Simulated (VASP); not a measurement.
Energy against volume of Yb (fcc). Level of theory: r2SCAN+rVV10, VASP's PBE PAW potentials (set 64) (plane waves; VASP). Run with 520 eV cut-off, 9×9×9 Γ-centred mesh, Gaussian smearing of 0.050 eV, potentials Yb_2.

The 4f electrons are frozen in the core of the lanthanide potential, so 4f levels, which can set the real gap, and their magnetism are missing.

```json
[
 {"V (Å³/atom)": "35.806", "E (eV/atom)": "-33.17659"},
 {"V (Å³/atom)": "36.949", "E (eV/atom)": "-33.18347"},
 {"V (Å³/atom)": "38.092", "E (eV/atom)": "-33.18587"},
 {"V (Å³/atom)": "39.235", "E (eV/atom)": "-33.18430"}
]
```

Fit these four points and predict the energy of the run at 40.378 Å³/atom.

A cubic in V^(−2/3), the third-order Birch-Murnaghan form, passes through the four points with V0 = 38.19 Å³/atom and B0 = 18 GPa, and gives -33.1792 eV/atom there. The run gave -33.1792 eV/atom, +0.0 meV/atom from the fit; all five points give B0 = 18 GPa.

The compound is Yb in the fcc structure. It was relaxed first, which changed the volume by -7 %.
